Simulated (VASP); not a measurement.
Consider the following.

```xyz
8
Lattice="-2.7114 2.7114 5.2566 2.7114 -2.7114 5.2566 2.7114 2.7114 -5.2566" Properties=species:S:1:pos:R:3 pbc="T T T"
Zn     2.7114    -2.7114     5.2566
Zn     0.0000     2.7114     2.6283
Si     0.0000     0.0000     5.2566
Si     2.7114     0.0000     2.6283
P      1.2576     1.3557     6.5708
P      1.3557    -1.2576     3.9425
P      1.4538     1.3557     1.3142
P      1.3557     3.9690    -1.3142
```

Calculation: PBE GGA, VASP's PBE PAW potentials (set 64) (plane waves; VASP). Settings: 400 eV cut-off, Gaussian smearing of 0.050 eV, potentials Zn Si P.

Estimate the band gap (along the path) with the smallest direct gap where there is one.

```json
{
 "band gap (along the path)": "1.34 eV",
 "smallest direct gap (along the path)": "1.34 eV"
}
```

Total energies compare only between runs with the same potentials, cut-off and functional.

The compound is ZnSiP2 in the chalcopyrite structure. It was relaxed first.
